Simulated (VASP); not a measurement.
Output of a VASP run:

### OSZICAR
```
       N       E                     dE             d eps       ncg     rms          rms(c)
DAV:   1     0.101880536808E+03    0.10188E+03   -0.77222E+03  1222   0.111E+03
DAV:   2     0.419401817079E+00   -0.10146E+03   -0.96566E+02  1357   0.254E+02
DAV:   3    -0.380851131040E+01   -0.42279E+01   -0.41990E+01  1492   0.548E+01
DAV:   4    -0.385191659974E+01   -0.43405E-01   -0.43398E-01  1687   0.500E+00
DAV:   5    -0.385208901146E+01   -0.17241E-03   -0.17241E-03  1487   0.290E-01    0.656E+00
DAV:   6    -0.365718491624E+01    0.19490E+00   -0.48064E-01  1402   0.970E+00    0.533E+00
DAV:   7    -0.365187065261E+01    0.53143E-02   -0.97618E-02  1392   0.239E+00    0.208E+00
DAV:   8    -0.365137422680E+01    0.49643E-03   -0.92924E-03  1257   0.127E+00    0.533E-01
DAV:   9    -0.365141521721E+01   -0.40990E-04   -0.82197E-04  1482   0.347E-01    0.107E-01
DAV:  10    -0.365144688828E+01   -0.31671E-04   -0.92995E-05  1323   0.957E-02    0.500E-02
DAV:  11    -0.365146150784E+01   -0.14620E-04   -0.30710E-05  1297   0.446E-02    0.236E-02
DAV:  12    -0.365146057125E+01    0.93659E-06   -0.38450E-06  1452   0.154E-02    0.143E-02
DAV:  13    -0.365146055327E+01    0.17978E-07   -0.28773E-07  1327   0.401E-03
   1 F= -.36514606E+01 E0= -.36515271E+01  d E =0.199783E-03
```

### OUTCAR
```
------------------------ aborting loop because EDIFF is reached ----------------------------------------
  FORCE on cell =-STRESS in cart. coord.  units (eV):
  Direction    XX          YY          ZZ          XY          YZ          ZX
  --------------------------------------------------------------------------------------
  Total        0.0024954      0.0024954      0.0024954     -0.0000000      0.0000000     -0.0000000
  in kB        0.0542871      0.0542871      0.0542871     -0.0000000      0.0000000     -0.0000000
  external PRESSURE =       0.0542871 kB  Pullay stress =       0.0000000 kB
  volume of cell :       73.65
      direct lattice vectors                 reciprocal lattice vectors
     0.000000000  3.326903727  3.326903727    -0.150289891  0.150289891  0.150289891
     3.326903727  0.000000000  3.326903727     0.150289891 -0.150289891  0.150289891
     3.326903727  3.326903727  0.000000000     0.150289891  0.150289891 -0.150289891
 POSITION                                       TOTAL-FORCE (eV/Angst)
 -----------------------------------------------------------------------------------
      0.00000      0.00000      0.00000        -0.000000     -0.000000     -0.000000
      1.66345      1.66345      1.66345         0.000000      0.000000      0.000000
 -----------------------------------------------------------------------------------
    total drift:                               -0.000000     -0.000000     -0.000000
  FREE ENERGIE OF THE ION-ELECTRON SYSTEM (eV)
  ---------------------------------------------------
  free  energy   TOTEN  =        -3.6514605533 eV

  energy  without entropy=       -3.6516603366  energy(sigma->0) =       -3.65152715
```
(Selected blocks of OUTCAR.)

### POSCAR
```
HgTe
1
   -0.0000000000     3.3269037268     3.3269037268
    3.3269037268    -0.0000000000     3.3269037268
    3.3269037268     3.3269037268    -0.0000000000
Hg Te
1 1
Direct
  0.0000000000   0.0000000000   0.0000000000
  0.2500000000   0.2500000000   0.2500000000
```

Q: Reconstruct the remaining input files.

A: One answer among several that fit: the input of the run itself, PBE GGA, plane waves, VASP's PBE PAW potentials (set 64).

### INCAR
```
SYSTEM = HgTe
PREC = Accurate
ENCUT = 480
EDIFF = 1E-7
NELM = 100
ALGO = Normal
LREAL = .FALSE.
LASPH = .TRUE.
ISMEAR = 1
SIGMA = 0.1
GGA = PE
LMAXMIX = 6
LWAVE = .FALSE.
LCHARG = .FALSE.
ISIF = 2
```

### KPOINTS
```
Automatic mesh
0
Gamma
10 10 10
0 0 0
```

POTCAR, in this order: Hg Te (PBE.64 set). Program: vasp_std.

The compound is HgTe in the zinc blende structure. It was relaxed first, which changed the volume by +9 %.
